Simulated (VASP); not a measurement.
Calculation: PBEsol GGA, VASP's PBE PAW potentials (set 64) (plane waves; VASP).

Input for VASP

INCAR:
```
ALGO  =  Normal
EDIFF  =  1E-6
EDIFFG  =  -0.02
ENCUT  =  620
GGA  =  PS
IBRION  =  2
ISIF  =  3
ISMEAR  =  1
LASPH  =  .TRUE.
LCHARG  =  .FALSE.
LMAXMIX  =  4
LREAL  =  .FALSE.
LWAVE  =  .FALSE.
NELM  =  100
NSW  =  40
PREC  =  Accurate
SIGMA  =  0.1
SYSTEM  =  CuF
```

**POSCAR**
```
CuF
1.0
  3.1356677750   0.0000000000   0.0000000000
 -1.5678338874   2.7155679248   0.0000000000
  0.0000000000   0.0000000000   5.3221239064
Cu F
2 2
Cart
  3.1356677750   0.0000000000   0.0000000000
  3.1356677750   0.0000000000   2.6610619532
 -0.0000015678   1.8103795217   1.3305309766
  1.5678354554   0.9051884031   3.9915929298
```

File KPOINTS:
```
Automatic
0
Gamma
  11 11 6
0 0 0
```

POTCAR, in this order: Cu F (PBE.64 set). Program: vasp_std.

Question: Estimate the energy per atom (σ→0), band gap (on the k-mesh).

Answer: 
```
Quantity                                                     Value
------------------------  ----------------------------------------
energy per atom (σ→0)                               -3.864 eV/atom
band gap (on the k-mesh)  none (metal, semimetal or under 0.01 eV)
```

File OSZICAR:
```
...
DAV:   8    -0.154649506254E+02   -0.47775E-02   -0.35435E-01  3748   0.517E+00    0.621E-01
DAV:   9    -0.154546195275E+02    0.10331E-01   -0.20460E-02  3832   0.229E+00    0.173E-01
DAV:  10    -0.154546289320E+02   -0.94045E-05   -0.69220E-03  4318   0.132E+00    0.133E-01
DAV:  11    -0.154544955546E+02    0.13338E-03   -0.15496E-03  4228   0.831E-01    0.538E-02
DAV:  12    -0.154544553184E+02    0.40236E-04   -0.19064E-04  4168   0.214E-01    0.146E-02
DAV:  13    -0.154544543367E+02    0.98173E-06   -0.33993E-05  3820   0.519E-02    0.333E-03
DAV:  14    -0.154544544107E+02   -0.74014E-07   -0.11946E-06  1738   0.148E-02
   1 F= -.15454454E+02 E0= -.15454245E+02  d E =-.154545E+02
```

The structure was generated: CuF was put into the NiAs type type (P6_3/mmc), which need not be its known phase. It was relaxed first, which changed the volume by +38 %.
